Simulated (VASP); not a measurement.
```
CELL_PARAMETERS angstrom
      3.02479     0.00000     0.00000
      0.00000     3.02479     0.00000
      0.00000     0.00000     3.02479
ATOMIC_POSITIONS crystal
  Al 0.50000 0.50000 0.50000
  Ru 0.00000 0.00000 0.00000
```

These are SCAN meta-GGA, VASP's PBE PAW potentials (set 64) (plane waves; VASP 6.6.1) values and carry that method's errors. Run with 520 eV cut-off, 12×12×12 Γ-centred mesh, first-order Methfessel-Paxton smearing of 0.10 eV, potentials Al Ru_pv.

Q: What does the run give for the energy per atom (σ→0), pressure, band gap (on the k-mesh) with the smallest direct gap where there is one?

A: 
```
Quantity                                                     Value
------------------------  ----------------------------------------
band gap (on the k-mesh)  none (metal, semimetal or under 0.01 eV)
energy per atom (σ→0)                              -22.103 eV/atom
pressure                                                -12.20 GPa
```

The absolute energy has meaning only against runs of the same code, potentials and settings.

The compound is RuAl in the CsCl type structure. This cell is one point of a volume scan, at 1.06 of the reference volume. The electron count is odd and the run is not spin-polarised, which forces a metal.
